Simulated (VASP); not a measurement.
# Shielding tensors and field gradients of C (Diamond)

Wanted: the shieldings and field gradients at the nuclei of C (Diamond). The cell has space group Fd-3m. The start is a cell from a database of measured crystal structures.

Program: VASP 6.6.1. Level of theory: PBE; plane waves and PAW (C), in the first sound run; inputs show where later runs differ. Results are calculated unless marked as measured.

## (1) The starting structure

Symmetry: Fd-3m, No. 227, cubic system. The conventional cell has a = 3.567 Å, b = 3.567 Å, c = 3.567 Å, α = 90.00°, β = 90.00°, γ = 90.00°. Nearest to C lie 4 C at 1.54 Å.

Coordinates:

```
C
1.0
     0.00000    1.78337    1.78337
     1.78337    0.00000    1.78337
     1.78337    1.78337    0.00000
C
2
Direct
  0.75000 0.75000 0.75000
  0.50000 0.50000 0.50000
```

## (2) Ground state

The next steps need an insulator, so the gap is checked first.

INCAR reads:

```
SYSTEM = C
PREC = Accurate
ENCUT = 520
EDIFF = 1E-07
NELM = 100
ISMEAR = 0
SIGMA = 0.01
LREAL = .FALSE.
ALGO = Normal
GGA = PE
NBANDS = 10
LORBIT = 11
LWAVE = .FALSE.
LCHARG = .FALSE.
KPAR = 2
```

POSCAR reads:

```
C
1.0
    0.0000000000      1.7833700000      1.7833700000
    1.7833700000      0.0000000000      1.7833700000
    1.7833700000      1.7833700000      0.0000000000
C
2
Direct
    0.7500000000      0.7500000000      0.7500000000
    0.5000000000      0.5000000000      0.5000000000
```

KPOINTS reads:

```
Automatic mesh
0
Gamma
9 9 9
0 0 0
```

PAW data sets: C (PBE family, release 64).

Launch:

```sh
mpirun -np 2 vasp_std
```

Output:

```text
[banner, memory and clock lines left out]
running    2 mpi-ranks, on    1 nodes
 distrk:  each k-point on    1 cores,    2 groups
 distr:  one band on    1 cores,    1 groups

 POSCAR found type information on POSCAR C
 POSCAR found :  1 types and       2 ions
 LDA part: xc-table for (Slater+PW92), standard interpolation
 POSCAR, INCAR and KPOINTS ok, starting setup
 FFT: planning ... GRIDC
 FFT: planning ... GRID_SOFT
 FFT: planning ... GRID
 WAVECAR not read
 entering main loop
       N       E                     dE             d eps       ncg     rms          rms(c)
DAV:   1    -0.995599257327E+00   -0.99560E+00   -0.48763E+03   748   0.765E+02
DAV:   2    -0.185336766740E+02   -0.17538E+02   -0.16987E+02   962   0.126E+02
DAV:   3    -0.188234077766E+02   -0.28973E+00   -0.28930E+00   808   0.126E+01
DAV:   4    -0.188239369572E+02   -0.52918E-03   -0.52914E-03   776   0.657E-01
DAV:   5    -0.188239376108E+02   -0.65354E-06   -0.65359E-06   794   0.220E-02    0.556E+00
DAV:   6    -0.183445432329E+02    0.47939E+00   -0.26728E-01   728   0.388E+00    0.332E+00
DAV:   7    -0.181831915362E+02    0.16135E+00   -0.32280E-01   766   0.432E+00    0.759E-01
DAV:   8    -0.181849377627E+02   -0.17462E-02   -0.77492E-03   728   0.707E-01    0.436E-02
DAV:   9    -0.181849737530E+02   -0.35990E-04   -0.66882E-05   872   0.698E-02    0.239E-02
DAV:  10    -0.181849935090E+02   -0.19756E-04   -0.15549E-05   716   0.379E-02    0.508E-03
DAV:  11    -0.181849935588E+02   -0.49777E-07   -0.20746E-07   910   0.447E-03
   1 F= -.18184994E+02 E0= -.18184994E+02  d E =-.306790E-25
```

Elapsed: 1.4 s, on 2 MPI ranks of Intel Xeon 6975P-C (Granite Rapids), shared host; peak memory 0.21 GiB.

The logs omit lines about the potential files and the build; timing stands in the text.

From OUTCAR (step 2):

```text
ion  position               nearest neighbor table
   1  0.750  0.750  0.750-   2 1.54   2 1.54   2 1.54   2 1.54
   2  0.500  0.500  0.500-   1 1.54   1 1.54   1 1.54   1 1.54

  LATTYP: Found a face centered cubic cell.
 ALAT       =     3.5667400000

 Subroutine GETGRP returns: Found 48 space group operations
 (whereof 24 operations were pure point group operations)

The static configuration has the point symmetry T_d .
 The point group associated with its full space group is O_h .

 Found     35 irreducible k-points:

   k-points           NKPTS =     35   k-points in BZ     NKDIM =     35   number of bands    NBANDS=     10

   dimension x,y,z NGX =    20 NGY =   20 NGZ =   20
   dimension x,y,z NGXF=    40 NGYF=   40 NGZF=   40

   ENCUT  =  520.0 eV  38.22 Ry    6.18 a.u.   4.69  4.69  4.69*2*pi/ulx,y,z

   NELECT =       8.0000    total number of electrons

 k-points in reciprocal lattice and weights: Automatic mesh
   0.00000000  0.00000000  0.00000000       0.001
   0.11111111  0.00000000  0.00000000       0.011
   0.22222222  0.00000000  0.00000000       0.011
   0.33333333  0.00000000  0.00000000       0.011
   0.44444444  0.00000000  0.00000000       0.011
   0.11111111  0.11111111  0.00000000       0.008
   0.22222222  0.11111111  0.00000000       0.033
   0.33333333  0.11111111  0.00000000       0.033
   0.44444444  0.11111111  0.00000000       0.033
[...]
-0.33333333  0.44444444  0.11111111       0.033
  -0.33333333  0.44444444  0.22222222       0.033

 average (electrostatic) potential at core
       1 -45.3819       2 -45.3819

 E-fermi :   9.7996

 k-point     1 :       0.0000    0.0000    0.0000
  band No.  band energies     occupation
      1     -11.7472      2.00000
      2       9.7302      2.00000
      3       9.7302      2.00000
      4       9.7302      2.00000
      5      15.3201      0.00000
      6      15.3201      0.00000
      7      15.3201      0.00000
      8      23.0622      0.00000
      9      29.0240      0.00000
    ...

 k-point     2 :       0.1111    0.0000    0.0000
  band No.  band energies     occupation
      1     -11.4054      2.00000
      2       7.7342      2.00000
      3       9.1946      2.00000
      4       9.1946      2.00000
      5      16.0245      0.00000
      6      16.0245      0.00000
      7      16.4174      0.00000
      8      23.3543      0.00000
      9      29.5590      0.00000
    ...

 k-point     3 :       0.2222    0.0000    0.0000
  band No.  band energies     occupation
      1     -10.3884      2.00000
      2       4.0898      2.00000
      3       8.2142      2.00000
      4       8.2142      2.00000
      5      17.2667      0.00000
      6      17.2667      0.00000
      7      17.6674      0.00000
      8      24.1376      0.00000
      9      30.3443      0.00000
    ...

  Total        0.1741288      0.1741288      0.1741288      0.0000000      0.0000000      0.0000000
  in kB       24.5938687     24.5938687     24.5938687      0.0000000      0.0000000      0.0000000
  external PRESSURE =      24.5938687 kB  Pullay stress =       0.0000000 kB

  energy-cutoff  :      520.00
  volume of cell :       11.34
      direct lattice vectors                 reciprocal lattice vectors
     0.000000000  1.783370000  1.783370000    -0.280368067  0.280368067  0.280368067
     1.783370000  0.000000000  1.783370000     0.280368067 -0.280368067  0.280368067
     1.783370000  1.783370000  0.000000000     0.280368067  0.280368067 -0.280368067

 POSITION                                       TOTAL-FORCE (eV/Angst)
 -----------------------------------------------------------------------------------
      2.67505      2.67505      2.67505         0.000000      0.000000      0.000000
      1.78337      1.78337      1.78337        -0.000000     -0.000000     -0.000000
 -----------------------------------------------------------------------------------
    total drift:                                0.000000     -0.000000      0.000000

  FREE ENERGIE OF THE ION-ELECTRON SYSTEM (eV)
  ---------------------------------------------------
  free  energy   TOTEN  =       -18.1849935588 eV

  energy  without entropy=      -18.1849935588  energy(sigma->0) =      -18.18499356

 total charge
# of ion       s       p       d       tot
------------------------------------------
    1        0.829   1.748   0.000   2.577
    2        0.829   1.748   0.000   2.577
--------------------------------------------------
tot          1.658   3.496   0.000   5.154

[... 3 further parts left out ...]
```

The gap is read on the k-mesh alone, so it is an upper bound where the band edges lie off the mesh.

Numbers from this step:

* free energy (TOTEN): -18.18 eV
* Fermi energy: 9.800 eV
* pressure: 2.459 GPa
* gap on the k-mesh: 4.153 eV
* least direct gap on the k-mesh: 5.590 eV

The cell has a gap of 4.15 eV on this mesh and a pressure of +2.5 GPa, which holds the misfit of the given cell and coordinates with this functional, and any error of cutoff, mesh and data sets.

(Continued in part 2 of 3.)

[Lines on the potential files, build, host, timing and source positions are cut from VASP's logs without a mark.]

[Logs are printed without paths, hosts, clocks, repeated set-up lines and the standing remarks that a program may print on its own settings, such as how far it seeks lower states.]

[Hosts, paths, dates, database ids (printed as entryN), source tags and the programs' standing remarks are cut or masked in the printed files.]
